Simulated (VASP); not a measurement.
Consider the following.

```
CELL_PARAMETERS angstrom
      2.63021     0.00000     0.00000
      0.00000     2.63021     0.00000
      0.00000     0.00000     2.63021
ATOMIC_POSITIONS crystal
  Ti 0.00000 0.00000 0.00000
```

These are r2SCAN meta-GGA, VASP's PBE PAW potentials (set 64) (plane waves; VASP) values and carry that method's errors. Run with 400 eV cut-off, 15×15×15 Γ-centred mesh, tetrahedra with Blöchl corrections, potentials Ti_sv.

Problem. Estimate the energy per atom (σ→0), band gap (over mesh and band path) with the smallest direct gap where there is one.

Solution. 
```
Property                                                               Value
----------------------------------  ----------------------------------------
band gap (over mesh and band path)  none (metal, semimetal or under 0.01 eV)
energy per atom (σ→0)                                        -12.028 eV/atom
```

Total energies compare only between runs with the same potentials, cut-off and functional.

The structure was generated: Ti was put into the simple-cubic type (Pm-3m), which need not be its known phase. It was relaxed first, which changed the volume by -8 %.
